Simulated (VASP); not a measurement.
# InGaO2 (P4_12_12) in VASP: relaxation of cell and atoms with PBE

Aim: the relaxation of cell and atoms of InGaO2 with PBE.

All numbers are computed with VASP 6.6.1; they aren't measurements. Logs are shortened: lines on timing, memory, paths and dates and some standing lists are left out, and cuts for length are marked.

## Step 1: The structure

It takes space group P4_12_12 (No. 92, tetragonal). Conventional cell: a = 5.800 Å, b = 5.800 Å, c = 7.050 Å, α = 90.00°, β = 90.00°, γ = 90.00°. In (site symmetry 2) is surrounded by 4 O at 2.19 to 2.31 Å. Ga (site symmetry 2) has 4 O at 1.97 to 1.98 Å as nearest neighbours. O (site symmetry 1) has 2 Ga at 1.97 to 1.98 Å and 1 In at 2.19 Å as nearest neighbours.

The cell was built by a generator and needn't be a form met in nature.

## Step 2: Relaxation of cell and atoms, PBE

INCAR

```
ALGO = Fast
EDIFF = 1E-4
EDIFFG = -0.08
ENCUT = 520
GGA = PE
IBRION = 2
ISIF = 3
ISMEAR = 0
LASPH = T
LCHARG = F
LREAL = Auto
LWAVE = F
NELM = 60
NSW = 24
PREC = Normal
SIGMA = 0.15
```

KPOINTS

```
k-points
0
Gamma
  3 3 2
```

POSCAR

```
InGaO2
1.0
    5.8000000000      0.0000000000      0.0000000000
    0.0000000000      5.8000000000      0.0000000000
    0.0000000000      0.0000000000      7.0500000000
In Ga O
4 4 8
Direct
    0.3126000000      0.6874000000      0.7500000000
    0.6874000000      0.3126000000      0.2500000000
    0.1874000000      0.1874000000      0.5000000000
    0.8126000000      0.8126000000      0.0000000000
    0.1759000000      0.1759000000      0.0000000000
    0.6759000000      0.3241000000      0.7500000000
    0.3241000000      0.6759000000      0.2500000000
    0.8241000000      0.8241000000      0.5000000000
    0.2906000000      0.3369000000      0.2277000000
    0.3369000000      0.2906000000      0.7723000000
    0.7906000000      0.1631000000      0.5223000000
    0.8369000000      0.2094000000      0.9777000000
    0.2094000000      0.8369000000      0.0223000000
    0.1631000000      0.7906000000      0.4777000000
    0.6631000000      0.7094000000      0.2723000000
    0.7094000000      0.6631000000      0.7277000000
```

Potentials or basis: VASP PAW PBE potentials, release 64 (In_d, Ga_d, O).

Started as:

```bash
$ cat potpaw_PBE.64/In_d/POTCAR potpaw_PBE.64/Ga_d/POTCAR potpaw_PBE.64/O/POTCAR > POTCAR
$ mpirun -np 1 vasp_std > vasp.out
```

OUTCAR:

```text
EDIFF = 1E-4
   EDIFFG = -0.08
   ENCUT = 520
   GGA = PE
   IBRION = 2
   ISIF = 3
   ISMEAR = 0
   LASPH = T
   LREAL = Auto
   NELM = 60
   NSW = 24
   PREC = Normal

 ion  position               nearest neighbor table
   1  0.313  0.687  0.750-  13 2.19  14 2.19  10 2.31  16 2.31   6 2.98   5 3.43   8 3.43   4 3.47
                             3 3.47   3 3.47   4 3.47
   2  0.687  0.313  0.250-  11 2.19  12 2.19   9 2.31  15 2.31   7 2.98   5 3.43   8 3.43   4 3.47
                             3 3.47   4 3.47   3 3.47
   3  0.187  0.187  0.500-   9 2.19  10 2.19  11 2.31  14 2.31   8 2.98   7 3.43   6 3.43   2 3.47
                             1 3.47   1 3.47   2 3.47
   4  0.813  0.813  0.000-  15 2.19  16 2.19  12 2.31  13 2.31   5 2.98   6 3.43   7 3.43   2 3.47
                             1 3.47   2 3.47   1 3.47
   5  0.176  0.176  0.000-   9 1.97  10 1.97  12 1.98  13 1.98   4 2.98   2 3.43   1 3.43
   6  0.676  0.324  0.750-  11 1.97  12 1.97  10 1.98  16 1.98   1 2.98   3 3.43   4 3.43
   7  0.324  0.676  0.250-  13 1.97  14 1.97   9 1.98  15 1.98   2 2.98   3 3.43   4 3.43
   8  0.824  0.824  0.500-  15 1.97  16 1.97  11 1.98  14 1.98   3 2.98   2 3.43   1 3.43
   9  0.291  0.337  0.228-   5 1.97   7 1.98   3 2.19   2 2.31
  10  0.337  0.291  0.772-   5 1.97   6 1.98   3 2.19   1 2.31
  11  0.791  0.163  0.522-   6 1.97   8 1.98   2 2.19   3 2.31
  12  0.837  0.209  0.978-   6 1.97   5 1.98   2 2.19   4 2.31
  13  0.209  0.837  0.022-   7 1.97   5 1.98   1 2.19   4 2.31
  14  0.163  0.791  0.478-   7 1.97   8 1.98   1 2.19   3 2.31
  15  0.663  0.709  0.272-   8 1.97   7 1.98   4 2.19   2 2.31
  16  0.709  0.663  0.728-   8 1.97   6 1.98   4 2.19   1 2.31

  LATTYP: Found a simple tetragonal cell.
 ALAT       =     5.8000000000
 C/A-ratio  =     1.2155172414

  Lattice vectors:

 A1 = (   5.8000000000,   0.0000000000,   0.0000000000)
 A2 = (   0.0000000000,   5.8000000000,   0.0000000000)
 A3 = (   0.0000000000,   0.0000000000,   7.0500000000)

Analysis of symmetry for initial positions (statically):
=====================================================================
 Subroutine PRICEL returns:
 Original cell was already a primitive cell.

 Routine SETGRP: Setting up the symmetry group for a
 simple tetragonal supercell.

 Subroutine GETGRP returns: Found  8 space group operations
 (whereof  2 operations were pure point group operations)
 out of a pool of 16 trial point group operations.

The static configuration has the point symmetry C_2 .
 The point group associated with its full space group is D_4 .

Analysis of symmetry for dynamics (positions and initial velocities):
=====================================================================
 Subroutine PRICEL returns:
 Original cell was already a primitive cell.

 Routine SETGRP: Setting up the symmetry group for a
 simple tetragonal supercell.

 Subroutine GETGRP returns: Found  8 space group operations
 (whereof  2 operations were pure point group operations)
 out of a pool of 16 trial point group operations.

The dynamic configuration has the point symmetry C_2 .
 The point group associated with its full space group is D_4 .

 Subroutine INISYM returns: Found  8 space group operations
 (whereof  2 operations are pure point group operations),
 and found     1 'primitive' translations

----------------------------------------------------------------------------------------

                                     Primitive cell

  volume of cell :     237.1620

  direct lattice vectors                    reciprocal lattice vectors
     5.800000000  0.000000000  0.000000000     0.172413793  0.000000000  0.000000000
     0.000000000  5.800000000  0.000000000     0.000000000  0.172413793  0.000000000
     0.000000000  0.000000000  7.050000000     0.000000000  0.000000000  0.141843972

  length of vectors
     5.800000000  5.800000000  7.050000000     0.172413793  0.172413793  0.141843972

  position of ions in fractional coordinates (direct lattice)
     0.312600000  0.687400000  0.750000000
     0.687400000  0.312600000  0.250000000
     0.187400000  0.187400000  0.500000000
     0.812600000  0.812600000  0.000000000
     0.175900000  0.175900000  0.000000000
     0.675900000  0.324100000  0.750000000
[... 8 lines left out ...]
     0.663100000  0.709400000  0.272300000
     0.709400000  0.663100000  0.727700000

  ion indices of the primitive-cell ions
   primitive index   ion index
                 1           1
                 2           2
                 3           3
                 4           4
[... 53 lines left out ...]
   NGX,Y,Z   is equivalent  to a cutoff of   9.17,  9.17,  9.43 a.u.
   NGXF,Y,Z  is equivalent  to a cutoff of  18.34, 18.34, 18.86 a.u.
 SYSTEM =  unknown system
   PREC   = normal    normal or accurate (medium, high low for compatibility)
   ISTART =      0    job   : 0-new  1-cont  2-samecut
   ICHARG =      2    charge: 1-file 2-atom 10-const
   ISPIN  =      1    spin polarized calculation?
   LNONCOLLINEAR =      F non collinear calculations
   LSORBIT =      F    spin-orbit coupling
   LASPH  =      T    aspherical Exc in radial PAW
   ENCUT  =  520.0 eV  38.22 Ry    6.18 a.u.  10.78 10.78 13.11*2*pi/ulx,y,z
   NELM   =     60;   NELMIN=  2; NELMDL= -5     # of ELM steps
   EDIFF  = 0.1E-03   stopping-criterion for ELM
   LREAL  =      T    real-space projection
   EDIFFG = -.8E-01   stopping-criterion for IOM
   NSW    =     24    number of steps for IOM
   IBRION =      2    ionic relax: 0-MD 1-quasi-New 2-CG
   NFREE  =      1    steps in history (QN), initial steepest desc. (CG)
   ISIF   =      3    stress and relaxation
   ISYM   =      2    0-nonsym 1-usesym 2-fastsym
   POTIM  = 0.5000    time-step for ionic-motion
   TEBEG  =    0.0;   TEEND  =   0.0 temperature during run
   PSTRESS=    0.0 pullay stress
   NELECT =     152.0000    total number of electrons
   NUPDOWN=      -1.0000    fix difference up-down
   EMIN   =  10.00;   EMAX   =-10.00  energy-range for DOS
   EFERMI =   0.00;   METHOD = LEGACY
   ISMEAR =     0;   SIGMA  =   0.15  broadening in eV -4-tet -1-fermi 0-gaus
   EFERMI_NEDOS =   21; number of points for ismear=-14 and -15
   IALGO  =     68    algorithm
   IMIX   =      4    mixing-type and parameters
     AMIX     =   0.40;   BMIX     =  1.00
     AMIX_MAG =   1.60;   BMIX_MAG =  1.00
  volume/ion in A,a.u.               =      14.82       100.03
  Fermi-wavevector in a.u.,A,eV,Ry     =   1.411479  2.667308 27.106507  1.992272
  Thomas-Fermi vector in A             =   2.533326
   LORBIT       =      0    0 simple, 1 ext, 2 COOP (PROOUT), +10 PAW based schemes
   GGA     = PE    functional components
   LHFCALC =     F    Hartree Fock is set to
   AEXX    =    0.0000 exact exchange contribution
   IVDW    =     0    specifies the selected vdW correction
   LEPSILON=     F    determine dielectric tensor
   LRPA    =     F    only Hartree local field effects (RPA)
 conjugate gradient relaxation of ions
 non-spin polarized calculation
 RMM-DIIS sequential band-by-band and
 Gauss-broadening in eV      SIGMA  =   0.15
  energy-cutoff  :      520.00
  volume of cell :      237.16
 maximum number of plane-waves:      6403
   NGX = 21   NGY = 21   NGZ = 27

--------------------------------------- Ionic step        1  -------------------------------------------

 number of electron     151.9999911 magnetization

 Free energy of the ion-electron system (eV)
  ---------------------------------------------------
  ext. energy  EPLUGINS =         0.00000000
  ---------------------------------------------------
  free energy    TOTEN  =       -77.33225234 eV

  energy without entropy =      -77.26011930  energy(sigma->0) =      -77.29618582

 E-fermi :   7.3905     XC(G=0): -10.6119

 val. band max:        7.3588820682   @ k =   0.3333   0.0000   0.0000
 cond. band min:       7.4548807192   @ k =   0.3333   0.3333   0.0000
 fundamental gap:      0.0959986510
 Fermi energy:         7.3905323474

 k-point     1 :       0.0000    0.0000    0.0000
  band No.  band energies     occupation
      1     -13.9480      2.00000
      2     -13.5910      2.00000
      3     -13.5910      2.00000
      4     -13.4315      2.00000
      5     -13.4315      2.00000
      6     -13.4096      2.00000
[... 535 lines left out ...]
     87      11.2688      0.00000
     88      11.3592      0.00000
 [bands above 88 left out]

------------------------ aborting loop because EDIFF is reached ----------------------------------------

  FORCE on cell =-STRESS in cart. coord.  units (eV):
  Direction    XX          YY          ZZ          XY          YZ          ZX
  --------------------------------------------------------------------------------------
  -------------------------------------------------------------------------------------
  Total       15.6559964     15.6559964     20.8861132      0.0000000      0.0000000      0.0000000
  in kB      105.7660267    105.7660267    141.0987301      0.0000000      0.0000000      0.0000000
  external PRESSURE =     117.5435945 kB  Pullay stress =       0.0000000 kB
[... 131 lines left out ...]
  FREE ENERGIE OF THE ION-ELECTRON SYSTEM (eV)
  ---------------------------------------------------
  free  energy   TOTEN  =       -78.8529951939 eV

  energy  without entropy=      -78.8185467177  energy(sigma->0) =      -78.83577096

[... ionic steps 4 to 16 ...]

--------------------------------------- Ionic step       17  -------------------------------------------

 number of electron     151.9999973 magnetization

------------------------ aborting loop because EDIFF is reached ----------------------------------------
[... 95 lines left out ...]
--------------------------------------- Ionic step       19  -------------------------------------------

 number of electron     151.9999950 magnetization

 Free energy of the ion-electron system (eV)
  ---------------------------------------------------
  ext. energy  EPLUGINS =         0.00000000
  ---------------------------------------------------
  free energy    TOTEN  =       -82.64865455 eV

  energy without entropy =      -82.64865455  energy(sigma->0) =      -82.64865455

 E-fermi :   4.8287     XC(G=0):  -9.9267

 val. band max:        4.1519557913   @ k =   0.0000   0.0000   0.0000
 cond. band min:       5.8569051091   @ k =   0.3333   0.3333   0.5000
 fundamental gap:      1.7049493177
 Fermi energy:         4.8286592230

 k-point     1 :       0.0000    0.0000    0.0000
  band No.  band energies     occupation
      1     -14.7790      2.00000
      2     -14.4360      2.00000
      3     -14.4360      2.00000
      4     -14.1718      2.00000
      5     -14.1243      2.00000
      6     -14.1243      2.00000
[... 535 lines left out ...]
     87      10.0539      0.00000
     88      10.0540      0.00000
 [bands above 88 left out]

------------------------ aborting loop because EDIFF is reached ----------------------------------------

  FORCE on cell =-STRESS in cart. coord.  units (eV):
  Direction    XX          YY          ZZ          XY          YZ          ZX
  --------------------------------------------------------------------------------------
  -------------------------------------------------------------------------------------
  Total        0.5577125      0.5577125     -0.5991281      0.0000000     -0.0000000      0.0000000
  in kB        3.3518473      3.3518473     -3.6007544      0.0000000     -0.0000000      0.0000000
  external PRESSURE =       1.0343134 kB  Pullay stress =       0.0000000 kB
[... 31 lines left out ...]
  FREE ENERGIE OF THE ION-ELECTRON SYSTEM (eV)
  ---------------------------------------------------
  free  energy   TOTEN  =       -82.6486545457 eV

  energy  without entropy=      -82.6486545457  energy(sigma->0) =      -82.64865455

 reached required accuracy - stopping structural energy minimisation
```

It took 14 min on 1 thread of Intel Xeon Platinum 8375C at 2.90GHz (Ice Lake), shared host; peak memory 0.26 GiB.

What came out:

| Item | Value |
| --- | --- |
| Free energy | -82.6487 eV |
| Relaxed volume | 16.66 Å³/atom |
| Relaxed cell | a = 5.703 Å, b = 5.703 Å, c = 8.197 Å, α = 90.00°, β = 90.00°, γ = 90.00° |
| Space group after relaxing (to 0.05 Å) | P4_12_12 (No. 92) |
| Energy gained by relaxing | 332.3 meV/atom |
| Ionic steps | 19 |
| Pressure after relaxing | 0.1 GPa |
| Largest force after relaxing | 0.073 eV/Å |
| Band gap on the k mesh | 1.70 eV, indirect (least direct gap 1.90 eV) |

Forces on the atoms (eV/Å):
```
In   0.052 -0.052  0.000
In  -0.052  0.052  0.000
In  -0.052 -0.052  0.000
In   0.052  0.052  0.000
Ga   0.032  0.032  0.000
Ga   0.032 -0.032  0.000
Ga  -0.032  0.032  0.000
Ga  -0.032 -0.032  0.000
O   -0.005  0.015  0.001
O    0.015 -0.005 -0.001
O   -0.005 -0.015 -0.001
O    0.015  0.005  0.001
O    0.005  0.015 -0.001
O   -0.015 -0.005  0.001
O   -0.015  0.005 -0.001
O    0.005 -0.015  0.001
```

Step by step:
```csv
step,energy change (eV),largest force (eV/Å),pressure (GPa),volume (Å³)
1,0.0000,1.3890,11.75,237.16
2,-1.5112,1.3255,-4.50,276.46
3,-1.5207,1.3275,-2.37,271.53
4,-2.4533,1.2967,-2.59,270.52
5,-3.8953,1.0060,-1.56,268.42
6,-3.0273,3.9763,5.62,263.70
7,-4.2306,1.5203,-0.08,266.94
8,-4.7304,0.9964,0.06,266.07
9,-4.9090,0.9999,1.11,264.89
10,-4.9120,0.8693,0.87,265.05
11,-5.0238,0.7414,0.11,266.76
12,-5.1958,0.4783,-1.64,271.08
13,-5.0527,0.3461,-4.62,279.79
14,-5.2215,0.3128,-2.69,273.35
15,-5.2990,0.1360,-1.05,268.94
16,-5.3122,0.1653,0.33,266.50
17,-5.3116,0.1309,-0.27,267.00
18,-5.3120,0.1667,-0.05,266.73
19,-5.3164,0.0732,0.10,266.59
```

Final structure:
```
In Ga O
1.0
     5.70284    0.00000    0.00000
     0.00000    5.70284    0.00000
     0.00000    0.00000    8.19699
In Ga O
4 4 8
Cartesian
  1.7449 3.9579 6.1477
  3.9579 1.7449 2.0492
  1.1065 1.1065 4.0985
  4.5963 4.5963 0.0000
  1.1819 1.1819 0.0000
  4.0333 1.6695 6.1477
  1.6695 4.0333 2.0492
  4.5209 4.5209 4.0985
  1.6390 2.2418 1.4673
  2.2418 1.6390 6.7297
  4.4905 0.6096 4.6804
  5.0933 1.2124 7.6151
  1.2124 5.0933 0.5819
  0.6096 4.4905 3.5166
  3.4610 4.0638 2.6312
  4.0638 3.4610 5.5658
```

Caveat: the k mesh is coarse (spacing up to 0.45 Å⁻¹), so the values aren't converged; spin-orbit coupling is left out, which moves the levels of the heavy elements; an odd mesh through Γ misses points on the zone boundary, where band edges often lie; the relaxation stopped at a loose force limit of 0.08 eV/Å, so its end isn't a converged minimum.
